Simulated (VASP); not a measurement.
OSZICAR of a VASP run on SiO2 (space group P4_32_12):

File OSZICAR:
```
       N       E                     dE             d eps       ncg     rms          rms(c)
DAV:   1     0.396953858901E+03    0.39695E+03   -0.33670E+04   936   0.152E+03
DAV:   2    -0.116966668879E+03   -0.51392E+03   -0.49918E+03  1202   0.343E+02
DAV:   3    -0.150559485929E+03   -0.33593E+02   -0.33466E+02  1097   0.979E+01
DAV:   4    -0.151046091819E+03   -0.48661E+00   -0.48576E+00  1128   0.126E+01
DAV:   5    -0.151056417124E+03   -0.10325E-01   -0.10323E-01  1062   0.176E+00    0.295E+01
DAV:   6    -0.127163860320E+03    0.23893E+02   -0.37161E+01  1069   0.272E+01    0.165E+01
DAV:   7    -0.116466985304E+03    0.10697E+02   -0.20646E+00  1112   0.102E+01    0.572E+00
DAV:   8    -0.126421896751E+03   -0.99549E+01   -0.46752E+00  1069   0.105E+01    0.362E+00
DAV:   9    -0.118903327201E+03    0.75186E+01   -0.21533E+00   999   0.782E+00    0.815E-01
DAV:  10    -0.118910359403E+03   -0.70322E-02   -0.60722E-01   978   0.537E+00    0.951E-01
DAV:  11    -0.118806818636E+03    0.10354E+00   -0.18297E-02  1104   0.105E+00    0.725E-01
DAV:  12    -0.119121224651E+03   -0.31441E+00   -0.15648E-01   985   0.261E+00    0.267E-01
DAV:  13    -0.119115989815E+03    0.52348E-02   -0.33084E-02  1076   0.137E+00    0.190E-01
DAV:  14    -0.119132266335E+03   -0.16277E-01   -0.10998E-02  1013   0.878E-01    0.922E-02
DAV:  15    -0.119144208231E+03   -0.11942E-01   -0.38894E-03   992   0.655E-01    0.284E-02
DAV:  16    -0.119143659107E+03    0.54912E-03   -0.50159E-04  1083   0.223E-01    0.230E-02
DAV:  17    -0.119145096212E+03   -0.14371E-02   -0.32152E-04  1069   0.177E-01    0.177E-02
DAV:  18    -0.119145310755E+03   -0.21454E-03   -0.10512E-04  1048   0.882E-02    0.577E-03
DAV:  19    -0.119145322937E+03   -0.12183E-04   -0.11553E-05  1083   0.302E-02    0.329E-03
DAV:  20    -0.119145331426E+03   -0.84884E-05   -0.65358E-06  1037   0.251E-02    0.268E-03
DAV:  21    -0.119145333552E+03   -0.21266E-05   -0.21935E-06   747   0.136E-02    0.189E-03
DAV:  22    -0.119145335081E+03   -0.15289E-05   -0.53703E-07   699   0.486E-03    0.129E-03
DAV:  23    -0.119145335493E+03   -0.41180E-06   -0.27392E-07   685   0.325E-03
   1 F= -.11914534E+03 E0= -.11914534E+03  d E =-.119145E+03
       N       E                     dE             d eps       ncg     rms          rms(c)
DAV:   1    -0.119480393063E+03   -0.33506E+00   -0.12657E+01  1034   0.234E+01    0.517E+00
DAV:   2    -0.119060974967E+03    0.41942E+00   -0.12697E+00   999   0.637E+00    0.118E+00
DAV:   3    -0.119054993806E+03    0.59812E-02   -0.13388E-01   971   0.224E+00    0.461E-01
DAV:   4    -0.119106785504E+03   -0.51792E-01   -0.39524E-02   943   0.173E+00    0.299E-01
DAV:   5    -0.119105299798E+03    0.14857E-02   -0.10072E-02  1020   0.970E-01    0.121E-01
DAV:   6    -0.119100899791E+03    0.44000E-02   -0.13120E-02   957   0.109E+00    0.830E-02
DAV:   7    -0.119114309213E+03   -0.13409E-01   -0.28142E-03  1020   0.504E-01    0.343E-02
DAV:   8    -0.119114752682E+03   -0.44347E-03   -0.45719E-04  1041   0.164E-01    0.655E-03
DAV:   9    -0.119114728073E+03    0.24608E-04   -0.82785E-05  1090   0.753E-02    0.413E-03
DAV:  10    -0.119114766992E+03   -0.38918E-04   -0.54433E-05  1041   0.674E-02    0.549E-03
DAV:  11    -0.119114806889E+03   -0.39897E-04   -0.15660E-05  1055   0.361E-02    0.256E-03
DAV:  12    -0.119114810235E+03   -0.33461E-05   -0.70793E-07   678   0.749E-03    0.157E-03
DAV:  13    -0.119114810396E+03   -0.16043E-06   -0.34161E-07   678   0.494E-03
   2 F= -.11911481E+03 E0= -.11911481E+03  d E =0.305251E-01
       N       E                     dE             d eps       ncg     rms          rms(c)
DAV:   1    -0.119296748462E+03   -0.18194E+00   -0.46536E+00  1034   0.140E+01    0.308E+00
DAV:   2    -0.119164868143E+03    0.13188E+00   -0.46784E-01  1062   0.383E+00    0.703E-01
DAV:   3    -0.119151091830E+03    0.13776E-01   -0.44420E-02  1020   0.120E+00    0.305E-01
DAV:   4    -0.119166143239E+03   -0.15051E-01   -0.66652E-03   950   0.720E-01    0.210E-01
DAV:   5    -0.119153884063E+03    0.12259E-01   -0.45036E-03   943   0.624E-01    0.720E-02
DAV:   6    -0.119159814795E+03   -0.59307E-02   -0.73814E-03   936   0.828E-01    0.482E-02
DAV:   7    -0.119166579058E+03   -0.67643E-02   -0.11334E-03   978   0.341E-01    0.235E-02
DAV:   8    -0.119166871275E+03   -0.29222E-03   -0.29006E-04  1020   0.136E-01    0.586E-03
DAV:   9    -0.119166910614E+03   -0.39339E-04   -0.40657E-05  1069   0.531E-02    0.383E-03
DAV:  10    -0.119166927539E+03   -0.16926E-04   -0.55246E-06   960   0.236E-02    0.263E-03
DAV:  11    -0.119166929460E+03   -0.19212E-05   -0.82183E-07   657   0.713E-03    0.707E-04
DAV:  12    -0.119166929590E+03   -0.12921E-06   -0.90228E-08   664   0.264E-03
   3 F= -.11916693E+03 E0= -.11916693E+03  d E =-.215941E-01
```

Which electronic solver shows in the log?

It is blocked Davidson (ALGO = Normal, or the opening steps of other solvers). The INCAR had ALGO = Normal.

Can the final energy be trusted as converged?

Self-consistency was reached. It stopped with EDIFF = 1E-6, NELM = 100, NSW = 60 and EDIFFG = -0.02 after 3 ionic steps (r2SCAN meta-GGA, plane waves, VASP's PBE PAW potentials (set 64)).

The structure comes from a computed database's SiO2 entry (P4_32_12); how it stands against other phases isn't given here. This run relaxes it. Symmetry was kept, so distortions that lower it aren't found. The start is the result of an earlier pass.
